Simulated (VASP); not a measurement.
Method: LDA (Ceperley-Alder, Perdew-Zunger), VASP's LDA PAW potentials (set 64) (plane waves; VASP 6.6.1).

Input for VASP

**KPOINTS**
```
kpoints
0
gamma
13 13 7
```

**INCAR**
```
ALGO = Normal
EDIFF = 1E-7
EDIFFG = -0.01
ENCUT = 520
IBRION = 2
ISIF = 4
ISMEAR = 1
LASPH = .TRUE.
LCHARG = .FALSE.
LREAL = .FALSE.
LWAVE = .FALSE.
NELM = 100
NSW = 30
PREC = Accurate
SIGMA = 0.1
SYSTEM = Mg
```

POSCAR:
```
Mg
1
    1.5398839058    -2.6671575794     0.0000000000
    1.5398839058     2.6671575794     0.0000000000
    0.0000000000     0.0000000000     4.9030979493
Mg
2
Direct
  0.3333330000   0.6666670000   0.2500000000
  0.6666670000   0.3333330000   0.7500000000
```

POTCAR, in this order: Mg (LDA.64 set). Program: vasp_std.

Output

**OSZICAR**
```
       N       E                     dE             d eps       ncg     rms          rms(c)
DAV:   1    -0.209729601112E+00   -0.20973E+00   -0.13646E+03  1008   0.482E+02
DAV:   2    -0.358362725066E+01   -0.33739E+01   -0.32689E+01  1338   0.312E+01
DAV:   3    -0.360884492701E+01   -0.25218E-01   -0.25106E-01  1422   0.347E+00
DAV:   4    -0.360890572651E+01   -0.60800E-04   -0.60798E-04  1386   0.150E-01
DAV:   5    -0.360890593349E+01   -0.20698E-06   -0.20686E-06  1470   0.710E-03    0.936E-01
DAV:   6    -0.359623068702E+01    0.12675E-01   -0.36200E-04  1290   0.164E-01    0.594E-01
DAV:   7    -0.358655044096E+01    0.96802E-02   -0.12898E-03  1152   0.302E-01    0.285E-02
DAV:   8    -0.358653626086E+01    0.14180E-04   -0.13131E-05  1578   0.274E-02    0.668E-03
DAV:   9    -0.358653507250E+01    0.11884E-05   -0.92252E-07  1242   0.702E-03    0.591E-04
DAV:  10    -0.358653503608E+01    0.36425E-07   -0.50704E-09   876   0.649E-04
   1 F= -.35865350E+01 E0= -.35859690E+01  d E =-.358654E+01
       N       E                     dE             d eps       ncg     rms          rms(c)
DAV:   1    -0.358818164914E+01   -0.16466E-02   -0.43893E-03  1374   0.372E-01    0.212E-02
DAV:   2    -0.358817758774E+01    0.40614E-05   -0.24200E-05  1158   0.359E-02    0.132E-02
DAV:   3    -0.358817375966E+01    0.38281E-05   -0.55010E-06  1266   0.105E-02    0.297E-04
DAV:   4    -0.358817376858E+01   -0.89208E-08   -0.85434E-08   954   0.235E-03
   2 F= -.35881738E+01 E0= -.35878701E+01  d E =-.163873E-02
       N       E                     dE             d eps       ncg     rms          rms(c)
DAV:   1    -0.358899457514E+01   -0.82082E-03   -0.55713E-03  1368   0.418E-01    0.237E-02
DAV:   2    -0.358898942100E+01    0.51541E-05   -0.30737E-05  1134   0.404E-02    0.147E-02
DAV:   3    -0.358898456382E+01    0.48572E-05   -0.70005E-06  1224   0.117E-02    0.321E-04
DAV:   4    -0.358898457582E+01   -0.11991E-07   -0.11126E-07   972   0.267E-03
   3 F= -.35889846E+01 E0= -.35890161E+01  d E =-.244954E-02
```

**OUTCAR**
```
------------------------ aborting loop because EDIFF is reached ----------------------------------------
  FORCE on cell =-STRESS in cart. coord.  units (eV):
  Direction    XX          YY          ZZ          XY          YZ          ZX
  --------------------------------------------------------------------------------------
  Total        0.7176945      0.7176947      0.7425814      0.0000000     -0.0000000      0.0000000
  in kB       28.5504503     28.5504598     29.5404730      0.0000000     -0.0000000      0.0000000
  external PRESSURE =      28.8804610 kB  Pullay stress =       0.0000000 kB
  volume of cell :       40.28
      direct lattice vectors                 reciprocal lattice vectors
     1.530837146 -2.651488156 -0.000000000     0.326618675 -0.188573348  0.000000000
     1.530837146  2.651488156 -0.000000000     0.326618675  0.188573348  0.000000000
     0.000000000  0.000000000  4.961220631     0.000000000  0.000000000  0.201563300
 POSITION                                       TOTAL-FORCE (eV/Angst)
 -----------------------------------------------------------------------------------
      1.53084      0.88383      1.24031        -0.000000      0.000000      0.000000
      1.53084     -0.88383      3.72092         0.000000     -0.000000      0.000000
 -----------------------------------------------------------------------------------
    total drift:                               -0.000000     -0.000007      0.000001
  FREE ENERGIE OF THE ION-ELECTRON SYSTEM (eV)
  ---------------------------------------------------
  free  energy   TOTEN  =        -3.5889845758 eV

  energy  without entropy=       -3.5890791962  energy(sigma->0) =       -3.58901612

 reached required accuracy - stopping structural energy minimisation
```
(Selected blocks of OUTCAR.)

**CONTCAR**
```
Mg
   1.00000000000000
     1.5308371459434056   -2.6514881558393744   -0.0000000000000000
     1.5308371459434056    2.6514881558393744   -0.0000000000000000
     0.0000000000000000    0.0000000000000000    4.9612206307746076
  Mg
     2
Direct
     0.3333330000000032    0.6666669999999968    0.2500000000000000
     0.6666669999999968    0.3333330000000032    0.7500000000000000
```

The compound is Mg in the hcp structure. This cell is one point of a volume scan, at 0.94 of the reference volume. Symmetry was kept, so distortions that lower it aren't found.
